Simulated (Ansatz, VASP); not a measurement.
Two plane-wave programs on LiBe16 (a cell with a defect)

```
Be Li
1.0
    -2.29000   -3.96640    0.00000
     3.43500   -1.98320    0.00000
     0.00000    0.00000    7.17686
Be Li
16 1
Cartesian
  -0.2539 -3.8496 -0.1118
  0.6879 -2.7207 1.2420
  -0.2804 -4.0277 3.6757
  -0.1913 -2.5783 5.3179
  -1.2991 -1.9025 0.1116
  2.3918 -2.9134 1.9902
  -1.4635 -1.9898 3.7615
  2.1060 -2.6429 5.3194
  1.0900 -1.8266 -0.3570
  0.8690 -0.8272 1.6418
  0.8423 -2.0893 3.3106
  0.9114 -0.6304 5.2827
  -0.1535 -0.0254 -0.0748
  2.5055 -4.9085 2.0524
  -0.1433 -0.0204 3.6104
  0.9040 -4.6135 5.4202
  2.8810 -0.7479 1.8096
```

Alike in both runs: functional PBE; k mesh 2 × 3 × 2; occupations fermi-dirac, width 0.1 eV; no spin polarisation.

Ansatz relaxed the structure, and its values are those at the end. VASP's run is a single point on that final structure, the one shown.

|  | VASP | Ansatz |
| --- | --- | --- |
| version | VASP 6.6.1 | Ansatz 0.2.0 |
| potentials or method | VASP PAW PBE potentials, release 64 (Be, Li_sv) | scalar-relativistic, plane waves, PAW |
| plane-wave cutoff (eV) | 520 | 420 |
| valence electrons in the cell | 35 | 35 |

VASP gave:

* rms of the force components (eV/Å): 0.020

Problem. What did Ansatz give for the same quantities?

Solution. rms of the force components (eV/Å): 0.019.

Caveats: the k mesh is coarse (spacing up to 0.69 Å⁻¹), so the values aren't converged.
